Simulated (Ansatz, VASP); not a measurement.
# MgTiTe3 in two plane-wave programs, part 2 of 2

One calculation is typed for both programs; each brings its own data sets. How far apart do they land? The cell is generated by rule, not measured, and may not be a known phase. The cell is taken from a series of runs on this material, whose earlier steps may have relaxed, scaled, displaced or heated it; both programs get it as it stands.

VASP 6.6.1 and Ansatz 0.2.0.

So far: Set-up; Ansatz: relaxation of cell and atoms, PBE with D3(BJ).

## 3. VASP: relaxation of cell and atoms, PBE with D3(BJ)

Level of this step: PBE with D3(BJ), no spin polarisation; plane waves and PAW (Mg, Ti_sv, Te); invented cell (VASP).

The same cell, functional, mesh and smearing now go to VASP, with its own data sets.

Lines of VASP's logs that name or quote its potential files are left out, and so is its time.

Contents of INCAR:

```
SYSTEM = MgTiTe3
PREC = Accurate
ENCUT = 600
EDIFF = 1E-07
NELM = 120
ISMEAR = 1
SIGMA = 0.2
LREAL = .FALSE.
ALGO = Normal
GGA = PE
IVDW = 12
NBANDS = 22
LASPH = .TRUE.
LORBIT = 11
LWAVE = .FALSE.
LCHARG = .FALSE.
ISIF = 3
IBRION = 2
NSW = 80
EDIFFG = -0.005
GGA_COMPAT = .FALSE.
NELMIN = 4
KPAR = 2
```

Contents of POSCAR:

```
MgTiTe3
1.0
    4.6113590000      0.0000000000      0.0000000000
    0.0000000000      4.4230220000      3.3885340000
    0.0000000000     -4.4230220000      3.3885340000
Mg Ti Te
1 1 3
Direct
    0.0000000000      0.0852390739      0.0852390739
    0.4999998916      0.4751522340      0.4751522340
    0.4999998916      0.9523937421      0.3404892569
    0.4999998916      0.3404892569      0.9523937421
    0.0000000000      0.6633955864      0.6633955864
```

Contents of KPOINTS:

```
Automatic mesh
0
Gamma
8 8 8
0 0 0
```

PAW data sets: Mg, Ti_sv and Te (PBE family, release 64).

Run with:

```console
$ mpirun -np 2 vasp_std
```

Numbers of over 12 decimals in the logs are rounded to 6 here.

Log:

```text
[banner, memory and clock lines left out]
running    2 mpi-ranks, on    1 nodes
 distrk:  each k-point on    1 cores,    2 groups
 distr:  one band on    1 cores,    1 groups

 POSCAR found type information on POSCAR MgTiTe
 POSCAR found :  3 types and       5 ions
 LDA part: xc-table for (Slater+PW92), standard interpolation
 POSCAR, INCAR and KPOINTS ok, starting setup
 FFT: planning ... GRIDC
 FFT: planning ... GRID_SOFT
 FFT: planning ... GRID
 WAVECAR not read
 entering main loop
       N       E                     dE             d eps       ncg     rms          rms(c)
DAV:   1     0.250063937281E+03    0.25006E+03   -0.14626E+04  4620   0.143E+03
DAV:   2     0.728302776038E+01   -0.24278E+03   -0.23308E+03  5026   0.326E+02
DAV:   3    -0.215144701454E+02   -0.28797E+02   -0.27226E+02  8238   0.946E+01
DAV:   4    -0.234680298877E+02   -0.19536E+01   -0.19442E+01  6744   0.221E+01
DAV:   5    -0.235740037590E+02   -0.10597E+00   -0.10596E+00  6612   0.486E+00    0.126E+01
DAV:   6    -0.261145960964E+02   -0.25406E+01   -0.16732E+01  6346   0.392E+01    0.248E+01
DAV:   7    -0.214939030038E+02    0.46207E+01   -0.30940E+01  6566   0.481E+01    0.809E+00
DAV:   8    -0.211002334720E+02    0.39367E+00   -0.14070E+00  5106   0.802E+00    0.381E+00
DAV:   9    -0.210270684297E+02    0.73165E-01   -0.60642E-01  6588   0.718E+00    0.262E+00
DAV:  10    -0.209753224373E+02    0.51746E-01   -0.13421E-01  6072   0.399E+00    0.743E-01
DAV:  11    -0.209744388558E+02    0.88358E-03   -0.87861E-03  5310   0.668E-01    0.599E-01
DAV:  12    -0.209739886980E+02    0.45016E-03   -0.11027E-03  6406   0.246E-01    0.333E-01
DAV:  13    -0.209739000981E+02    0.88600E-04   -0.19724E-04  6096   0.671E-02    0.172E-01
DAV:  14    -0.209737786722E+02    0.12143E-03   -0.68659E-05  6836   0.756E-02    0.999E-02
DAV:  15    -0.209737171578E+02    0.61514E-04   -0.46693E-05  6852   0.611E-02    0.450E-02
DAV:  16    -0.209737046964E+02    0.12461E-04   -0.17695E-05  6850   0.370E-02    0.855E-03
DAV:  17    -0.209737047974E+02   -0.10093E-06   -0.31892E-06  6976   0.143E-02    0.633E-03
DAV:  18    -0.209737049070E+02   -0.10959E-06   -0.17592E-07  3784   0.339E-03    0.528E-03
DAV:  19    -0.209737050419E+02   -0.13491E-06   -0.21680E-08  2424   0.122E-03    0.373E-03
DAV:  20    -0.209737050258E+02    0.16088E-07   -0.68052E-08  3170   0.273E-03
   1 F= -.23100282E+02 E0= -.23102004E+02  d E =-.231003E+02
[...]
2 F= -.23100295E+02 E0= -.23102010E+02  d E =-.133232E-04
[...]
3 F= -.23100295E+02 E0= -.23102009E+02  d E =-.135703E-04
[...]
4 F= -.23100295E+02 E0= -.23102008E+02  d E =-.137234E-04
[...]
5 F= -.23100304E+02 E0= -.23102011E+02  d E =-.888184E-05
[...]
6 F= -.23100310E+02 E0= -.23102007E+02  d E =-.142438E-04
 curvature:  -2.37 expect dE=-0.149E-04 dE for cont linesearch -0.883E-09
 trial: gam= 0.13641 g(F)=  0.351E-05 g(S)=  0.277E-05 ort = 0.823E-07 (trialstep = 0.138E+01)
 search vector abs. value=  0.664E-05
 bond charge predicted
       N       E                     dE             d eps       ncg     rms          rms(c)
DAV:   1    -0.209725255152E+02   -0.84210E-03   -0.12650E-03  5356   0.543E-01    0.576E-02
DAV:   2    -0.209726493028E+02   -0.12379E-03   -0.46308E-04  6038   0.244E-01    0.968E-02
DAV:   3    -0.209724984078E+02    0.15089E-03   -0.18470E-04  6060   0.163E-01    0.171E-02
DAV:   4    -0.209724955764E+02    0.28313E-05   -0.18597E-05  5752   0.312E-02    0.396E-03
DAV:   5    -0.209724952877E+02    0.28872E-06   -0.32695E-06  7320   0.893E-03    0.408E-03
DAV:   6    -0.209724952488E+02    0.38854E-07   -0.22973E-07  4802   0.306E-03
   7 F= -.23100311E+02 E0= -.23102011E+02  d E =-.145113E-05
 trial-energy change:   -0.000001  1 .order   -0.000003   -0.000009    0.000002
 step:   0.7701(harm=  1.0879)  dis= 0.00016  next Energy=   -23.100312 (dE=-0.212E-05)
 reached required accuracy - stopping structural energy minimisation
```

Parts of OUTCAR (step 3):

```text
ion  position               nearest neighbor table
   1  0.000  0.085  0.085-   5 2.86   4 2.90   3 2.90   3 2.90   4 2.90
   2  0.500  0.475  0.475-   5 2.64   5 2.64   4 2.81   3 2.81   4 2.94   3 2.94
   3  0.500  0.952  0.340-   2 2.81   1 2.90   1 2.90   2 2.94   4 3.43   4 3.53   4 3.53   5 3.56
                             5 3.56
   4  0.500  0.340  0.952-   2 2.81   1 2.90   1 2.90   2 2.94   3 3.43   3 3.53   3 3.53   5 3.56
                             5 3.56
   5  0.000  0.663  0.663-   2 2.64   2 2.64   1 2.86   4 3.56   3 3.56   3 3.56   4 3.56

  LATTYP: Found a base centered orthorhombic cell.
 ALAT       =     6.7770680000
 B/A-ratio  =     1.3052907245
 C/A-ratio  =     0.6804356987

 Subroutine GETGRP returns: Found  4 space group operations
 (whereof  4 operations were pure point group operations)

The static configuration has the point symmetry C_2v.

 Found    105 irreducible k-points:

   k-points           NKPTS =    105   k-points in BZ     NKDIM =    105   number of bands    NBANDS=     22

   dimension x,y,z NGX =    40 NGY =   48 NGZ =   48
   dimension x,y,z NGXF=    80 NGYF=   96 NGZF=   96

   ENCUT  =  600.0 eV  44.10 Ry    6.64 a.u.   9.21 11.13 11.13*2*pi/ulx,y,z

   NELECT =      32.0000    total number of electrons

 k-points in reciprocal lattice and weights: Automatic mesh
   0.00000000  0.00000000  0.00000000       0.002
   0.12500000  0.00000000  0.00000000       0.004
   0.25000000  0.00000000  0.00000000       0.004
   0.37500000  0.00000000  0.00000000       0.004
   0.50000000  0.00000000  0.00000000       0.002
   0.00000000  0.12500000  0.00000000       0.008
   0.12500000  0.12500000  0.00000000       0.016
   0.25000000  0.12500000  0.00000000       0.016
   0.37500000  0.12500000  0.00000000       0.016
[...]
0.37500000  0.50000000  0.50000000       0.004
   0.50000000  0.50000000  0.50000000       0.002

 Edisp (eV)   -2.12863

 average (electrostatic) potential at core
       1 -36.3104       2 -75.7277       3 -88.3346       4 -88.3346       5 -88.4854

 E-fermi :   6.1006

 k-point     1 :       0.0000    0.0000    0.0000
  band No.  band energies     occupation
    ...
     12       2.8148      2.00000
     13       3.7516      2.00000
     14       4.9753      2.00000
     15       4.9927      2.00000
     16       6.0840      1.13992
     17       6.4418     -0.03658
     18       6.6061     -0.00205
     19       6.9865     -0.00000
     20       7.3262     -0.00000
     21       8.1533     -0.00000
    ...

 k-point     2 :       0.1250    0.0000    0.0000
  band No.  band energies     occupation
    ...
     12       2.8512      2.00000
     13       3.4228      2.00000
     14       4.6241      2.00000
     15       5.0347      2.00000
     16       5.8920      2.05812
     17       6.5881     -0.00305
     18       6.8298     -0.00000
     19       7.0142     -0.00000
     20       7.3191     -0.00000
     21       7.8909     -0.00000
    ...

 k-point     3 :       0.2500    0.0000    0.0000
  band No.  band energies     occupation
    ...
     12       2.8855      2.00000
     13       2.9921      2.00000
     14       4.1299      2.00000
     15       5.1089      2.00000
     16       5.4850      2.00012
     17       6.5247     -0.01063
     18       6.8826     -0.00000
     19       6.9776     -0.00000
     20       7.0633     -0.00000
     21       7.6749     -0.00000
    ...

 Edisp (eV)   -2.12782

  Total      -0.01166    -0.00231    -0.00790     0.00000     0.00000     0.00000
  in kB      -0.13526    -0.02680    -0.09164     0.00000     0.00000     0.00000
  external pressure =       -0.08 kB  Pullay stress =        0.00 kB

  energy-cutoff  :      600.00
  volume of cell :      138.15
      direct lattice vectors                 reciprocal lattice vectors
     4.608207284  0.000000000  0.000000000     0.217004127  0.000000000  0.000000000
     0.000000000  4.422764806  3.389234888     0.000000000  0.113051456  0.147525921
     0.000000000 -4.422764806  3.389234888     0.000000000 -0.113051456  0.147525921

 POSITION                                       TOTAL-FORCE (eV/Angst)
 -----------------------------------------------------------------------------------
      0.00000      0.00000      0.57839         0.000000      0.000000      0.001674
      2.30410      0.00000      3.22000         0.000000      0.000000     -0.000336
      2.30410      2.70562      4.38079         0.000000      0.001684      0.000075
      2.30410     -2.70562      4.38079         0.000000     -0.001684      0.000075
      0.00000      0.00000      4.49919         0.000000      0.000000     -0.001488
 -----------------------------------------------------------------------------------
    total drift:                                0.001379      0.000000     -0.001526

  FREE ENERGIE OF THE ION-ELECTRON SYSTEM (eV)
  ---------------------------------------------------
  free  energy   TOTEN  =       -23.1003110126 eV

  energy  without entropy=      -23.1054098203  energy(sigma->0) =      -23.10201062

 reached required accuracy - stopping structural energy minimisation

 total charge
# of ion       s       p       d       tot
------------------------------------------
    1        0.166   0.126   0.024   0.317
    2        2.170   6.096   1.920  10.186
    3        1.375   2.014   0.036   3.425
    4        1.375   2.014   0.036   3.425
    5        1.366   2.071   0.035   3.471
--------------------------------------------------
tot          6.453  12.322   2.050  20.825

[... 3 further parts left out ...]
```

CONTCAR:

```
MgTiTe3
   1.00000000000000
     4.6082072843852515    0.0000000000000000    0.0000000000000000
     0.0000000000000000    4.4227648056888444    3.3892348881521590
     0.0000000000000000   -4.4227648056888444    3.3892348881521590
  Mg              Ti              Te
     1     1     3
Direct
     0.0000000000000000    0.0853281533721860    0.0853281533721860
     0.4999998915999981    0.4750334234468049    0.4750334234468049
     0.4999998915999981    0.9521553310126593    0.3404059010616702
     0.4999998915999981    0.3404059010616702    0.9521553310126593
     0.0000000000000000    0.6637470844066773    0.6637470844066773
```

The run keeps the 4 symmetry operations of its start, so it cannot find a distortion of lower symmetry.

## 4. Comparison

Known differences besides the potentials themselves: the data sets hold 70 valence electrons in Ansatz (on its default PAW (the set named soft_2) files) and 32 in VASP; the cutoff is 420 eV in Ansatz and 600 eV in VASP; Ansatz adds a Pulay correction to the stress that steers its cell, VASP none. Total energies have different zeros and are not compared.

Compared:

| quantity | Ansatz | VASP | difference |
| --- | --- | --- | --- |
| volume (Å³) | 138.23 | 138.15 | +0.05 % |
| edge a after relaxation, in the typed setting (Å) | 4.611 | 4.608 | +0.07 % |
| edge b after relaxation, in the typed setting (Å) | 5.572 | 5.572 | -0.01 % |

## 5. Summary of results

| Item | Value |
| --- | --- |
| difference in edge a after relaxation, in the typed setting (relaxation of cell and atoms, PBE with D3(BJ)) | 0.069 % |

**Reading.** The difference in edge a after relaxation, in the typed setting is 0.069 % (relaxation of cell and atoms, PBE with D3(BJ)), within the 1.2 % picked in this series as the mark of a large difference, as far as the stopping tolerances let one tell. The data sets hold unlike numbers of valence electrons (70 in Ansatz and 32 in VASP), so part of the differences comes from the potentials. Such differences can come from data sets, numerical settings and the points named under the comparisons, not from the functional's error against experiment.

[Lines on the potential files, build, host, timing and source positions are cut from VASP's logs without a mark.]

[Logs are printed without paths, hosts, clocks, repeated set-up lines and the standing remarks that a program may print on its own settings, such as how far it seeks lower states.]

[Hosts, paths, dates, database ids (printed as entryN), source tags and the programs' standing remarks are cut or masked in the printed files.]
